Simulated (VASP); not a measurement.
The system is CaO.

```
Ca O
1.0
     0.00000    2.45350    2.45350
     2.45350    0.00000    2.45350
     2.45350    2.45350    0.00000
Ca O
1 1
Direct
  0.00000 0.00000 0.00000
  0.50000 0.50000 0.50000
```

| Property | Result |
| --- | --- |
| Program | VASP 6.6.1 |
| Task | relaxation of cell and atoms |
| Functional | r2SCAN |
| Dispersion | rVV10 |
| Potentials or basis | VASP PAW PBE potentials, release 64 (Ca_sv, O) |
| Cutoff | 600 eV |
| k mesh | 8 × 8 × 8 |
| Occupations | gaussian, width 0.02 eV |
| Spin | no spin polarisation |

At the start: pressure -7.3 GPa; volume 14.77 Å³/atom.

Question: Where does the relaxation end?

Answer: Over 3 steps the energy falls by 24.3 meV/atom and the volume is 13.76 Å³/atom (-6.8 %); space group Fm-3m (No. 225, to 0.05 Å).

Step by step:
```csv
step,energy change (eV),largest force (eV/Å),pressure (GPa),volume (Å³)
1,0.0000,0.0000,-7.27,29.54
2,-0.0405,0.0000,3.56,26.77
3,-0.0486,0.0000,0.01,27.52
```

Final structure:
```xyz
2
Lattice="0.0000 2.3964 2.3964 2.3964 0.0000 2.3964 2.3964 2.3964 0.0000" Properties=species:S:1:pos:R:3 pbc="T T T"
Ca    0.0000    0.0000    0.0000
O     2.3964    2.3964    2.3964
```

Caveat: the PAW data sets were made with another functional, which shifts forces and pressure a little.
